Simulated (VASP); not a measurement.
HgS (zinc blende): the cohesive energy from VASP (plane waves, PAW) at several levels of theory. Atoms are spin-polarised in a large box without symmetry, with the spin fixed by Hund's rule, and may not be in the lowest state of each functional; no zero-point energy is added. Spin-orbit coupling is left out, which shifts such energies by up to tenths of an eV for the heavy elements here.

```
level       cohesive energy (eV/atom)
----------  -------------------------
LDA                              2.63
PBE                              1.74
PBEsol                           2.13
PBE-D3(BJ)                       2.04
```

The cell of the LDA run:

```cif
data_HgS
_chemical_formula_sum 'Hg1 S1'
_space_group_name_H-M_alt 'P 1'
_space_group_IT_number 1
_cell_length_a 4.12281
_cell_length_b 4.12281
_cell_length_c 4.12281
_cell_angle_alpha 60.000
_cell_angle_beta 60.000
_cell_angle_gamma 60.000
loop_
_space_group_symop_operation_xyz
  'x, y, z'
loop_
_atom_site_label
_atom_site_type_symbol
_atom_site_fract_x
_atom_site_fract_y
_atom_site_fract_z
_atom_site_occupancy
Hg1 Hg 0.00000 0.00000 0.00000 1
S1 S 0.25000 0.25000 0.25000 1
```

Only levels that ran to the end are used. Left out are those held back, those with too coarse a band path, GW runs whose mesh misses a band edge, hybrids' fits of cells that aren't cubic and levels without matching references; a question may draw on a part of the rest.
